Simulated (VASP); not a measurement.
Method: PBE GGA, VASP's PBE PAW potentials (set 64) (plane waves; VASP).

VASP input:

File KPOINTS:
```
Automatic mesh
0
Gamma
7 7 7
0 0 0
```

File POSCAR:
```
Ge
1
    0.0000000000     2.8855800000     2.8855800000
    2.8855800000     0.0000000000     2.8855800000
    2.8855800000     2.8855800000     0.0000000000
Ge
2
Direct
  0.0000000000   0.0000000000   0.0000000000
  0.2500000000   0.2500000000   0.2500000000
```

**INCAR**
```
! general
SYSTEM  = Ge
PREC    = Accurate
ENCUT   = 400
LREAL   = .FALSE.   ! projection in real space or not
LASPH   = .TRUE.

! electronic loop
EDIFF   = 1E-6
NELM    = 100
ALGO    = Normal   ! blocked Davidson
LMAXMIX = 4

! smearing
ISMEAR  = 0   ! Gaussian
SIGMA   = 0.05   ! width (eV)

! functional
GGA     = PE   ! PBE

! ions
ISIF    = 2

! output
LWAVE   = .FALSE.
LCHARG  = .FALSE.
```

POTCAR, in this order: Ge_d (PBE.64 set). Program: vasp_std.

Output

**OSZICAR**
```
       N       E                     dE             d eps       ncg     rms          rms(c)
DAV:   1     0.152341288279E+03    0.15234E+03   -0.13609E+04   730   0.367E+03
DAV:   2     0.106121879919E+02   -0.14173E+03   -0.13977E+03   720   0.494E+02
DAV:   3    -0.849253203533E+01   -0.19105E+02   -0.18979E+02   794   0.139E+02
DAV:   4    -0.907485751578E+01   -0.58233E+00   -0.58122E+00   804   0.284E+01
DAV:   5    -0.908522648983E+01   -0.10369E-01   -0.10368E-01   834   0.384E+00    0.297E+00
DAV:   6    -0.904008276272E+01    0.45144E-01   -0.20028E-02   786   0.166E+00    0.178E+00
DAV:   7    -0.901361736316E+01    0.26465E-01   -0.49965E-02   768   0.228E+00    0.153E-01
DAV:   8    -0.901530407445E+01   -0.16867E-02   -0.63967E-03   830   0.125E+00    0.551E-02
DAV:   9    -0.901535757951E+01   -0.53505E-04   -0.31160E-04   934   0.337E-01    0.198E-02
DAV:  10    -0.901539265723E+01   -0.35078E-04   -0.92468E-05   786   0.115E-01    0.591E-03
DAV:  11    -0.901539422204E+01   -0.15648E-05   -0.76896E-06   902   0.540E-02    0.169E-03
DAV:  12    -0.901539441616E+01   -0.19412E-06   -0.46249E-07   534   0.103E-02
   1 F= -.90153944E+01 E0= -.90151624E+01  d E =-.464097E-03
```

**OUTCAR**
```
------------------------ aborting loop because EDIFF is reached ----------------------------------------
  FORCE on cell =-STRESS in cart. coord.  units (eV):
  Direction    XX          YY          ZZ          XY          YZ          ZX
  --------------------------------------------------------------------------------------
  Total       -0.1911359     -0.1911359     -0.1911359      0.0000000     -0.0000000      0.0000000
  in kB       -6.3727013     -6.3727013     -6.3727013      0.0000000     -0.0000000      0.0000000
  external PRESSURE =      -6.3727013 kB  Pullay stress =       0.0000000 kB
  volume of cell :       48.05
      direct lattice vectors                 reciprocal lattice vectors
     0.000000000  2.885580000  2.885580000    -0.173275390  0.173275390  0.173275390
     2.885580000  0.000000000  2.885580000     0.173275390 -0.173275390  0.173275390
     2.885580000  2.885580000  0.000000000     0.173275390  0.173275390 -0.173275390
 POSITION                                       TOTAL-FORCE (eV/Angst)
 -----------------------------------------------------------------------------------
      0.00000      0.00000      0.00000        -0.000000     -0.000000     -0.000000
      1.44279      1.44279      1.44279         0.000000      0.000000      0.000000
 -----------------------------------------------------------------------------------
    total drift:                                0.000000      0.000000      0.000000
  FREE ENERGIE OF THE ION-ELECTRON SYSTEM (eV)
  ---------------------------------------------------
  free  energy   TOTEN  =        -9.0153944162 eV

  energy  without entropy=       -9.0149303196  energy(sigma->0) =       -9.01516237
```
(Selected blocks of OUTCAR.)

The compound is Ge in the diamond structure. The cell was not relaxed at this level.
